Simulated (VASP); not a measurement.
Method: AM05 GGA, VASP's PBE PAW potentials (set 64) (plane waves; VASP).

The input files of a VASP run:

KPOINTS:
```
Automatic mesh
0
Gamma
9 9 5
0 0 0
```

### POSCAR
```
ZnO
1
    1.6210387188    -2.8077218565    -0.0000000000
    1.6210387188     2.8077218565     0.0000000000
   -0.0000000000    -0.0000000000     5.2348997348
Zn O
2 2
Direct
  0.6666670000   0.3333330000   0.5016369934
  0.3333330000   0.6666670000   0.0016369934
  0.6666670000   0.3333330000   0.8803630066
  0.3333330000   0.6666670000   0.3803630066
```

INCAR:
```
LWAVE = .False.
ENCUT = 520   # plane-wave cut-off (eV)
NELM = 100   # most electronic steps
PREC = Accurate
NEDOS = 601   # DOS grid
EDIFF = 1E-7   # SCF stop (eV)
ISMEAR = -5   # tetrahedra, Bloechl
GGA = AM   # AM05
ALGO = Normal   # blocked Davidson
ISIF = 2
LEFG = .True.
LORBIT = 11
LMAXMIX = 4   # l cut-off of mixed one-centre charges
SYSTEM = ZnO
LREAL = .False.
LASPH = .True.   # aspherical one-centre terms
LCHARG = .True.
```

POTCAR, in this order: Zn O (PBE.64 set). Program: vasp_std.

What does the run give for the energy per atom (σ→0), band gap (on the k-mesh)?

```yaml
energy per atom (σ→0): -4.650 eV/atom
band gap (on the k-mesh): 0.80 eV
```

File OSZICAR:
```
...
DAV:  10    -0.186013338000E+02   -0.30046E-02   -0.52145E-02  1636   0.173E+00    0.161E-01
DAV:  11    -0.186012925893E+02    0.41211E-04   -0.20219E-03  2176   0.761E-01    0.459E-02
DAV:  12    -0.186013508265E+02   -0.58237E-04   -0.26432E-04  2096   0.365E-01    0.291E-02
DAV:  13    -0.186013530625E+02   -0.22360E-05   -0.42143E-05  1786   0.136E-01    0.132E-02
DAV:  14    -0.186013550149E+02   -0.19524E-05   -0.17166E-05  1758   0.411E-02    0.633E-03
DAV:  15    -0.186013545060E+02    0.50891E-06   -0.23402E-06  2002   0.137E-02    0.126E-03
DAV:  16    -0.186013544631E+02    0.42955E-07   -0.11847E-07  1112   0.524E-03
   1 F= -.18601354E+02 E0= -.18601354E+02  d E =0.000000E+00
```

The compound is ZnO in the wurtzite structure. It was relaxed first.
